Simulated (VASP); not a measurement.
Input of a VASP 6.6.1 run:

Contents of POSCAR:

```
ZrGeW4
1.0
    0.0000000000      3.7608494722      3.7608494722
    3.7608494722      0.0000000000      3.7608494722
    3.7608494722      3.7608494722      0.0000000000
Zr W Ge
1 4 1
Direct
    0.0000000000      0.0000000000      0.0000000000
    0.6245067466      0.6245067466      0.6245067466
    0.1264797603      0.6245067466      0.6245067466
    0.6245067466      0.6245067466      0.1264797603
    0.6245067466      0.1264797603      0.6245067466
    0.2500000000      0.2500000000      0.2500000000
```

INCAR.step1

```
SYSTEM = ZrGeW4
ALGO = Normal
EDIFF = 1E-4
ENCUT = 520
GGA = PE
ISMEAR = -1
LASPH = .True.
LCHARG = .False.
LREAL = .False.
LWAVE = .True.
NBANDS = 50
NELM = 100
PREC = Accurate
SIGMA = 0.0337
```

Contents of INCAR.step2:

```
SYSTEM = ZrGeW4
ALGO = Normal
EDIFF = 1E-6
ENCUT = 520
ISIF = 2
ISMEAR = -1
ISTART = 1
LASPH = .True.
LCHARG = .True.
LELF = .True.
LMIXTAU = .True.
LREAL = .False.
LVHAR = .True.
LWAVE = .False.
METAGGA = R2SCAN
NBANDS = 50
NELM = 100
PREC = Accurate
SIGMA = 0.0337
```

Contents of KPOINTS:

```
k-points
0
Gamma
  8 8 8
  0 0 0
```

Potentials or basis: VASP PAW PBE potentials, release 64 (Zr_sv, W_sv, Ge_d).

The run is started by

```sh
$ cat potpaw_PBE.64/Zr_sv/POTCAR potpaw_PBE.64/W_sv/POTCAR potpaw_PBE.64/Ge_d/POTCAR > POTCAR
$ cp INCAR.step1 INCAR
$ mpirun -np 1 vasp_std > vasp.out
$ cp INCAR.step2 INCAR
$ mpirun -np 1 vasp_std > vasp.out
```

Question: Estimate the band gap on the k mesh.

Answer: None (metal or under the smearing width).

Question: Estimate the pressure.

Answer: 0.7 GPa.

Question: Predict the largest force.

Answer: 0.013 eV/Å.

Forces on the atoms (eV/Å):
```
Zr   0.000  0.000  0.000
W   -0.008 -0.008 -0.008
W   -0.008  0.008  0.008
W    0.008  0.008 -0.008
W    0.008 -0.008  0.008
Ge   0.000  0.000  0.000
```

Caveat: the PAW data sets were made with another functional, which shifts forces and pressure a little. The run has no spin-orbit coupling, so splittings on W are missing.
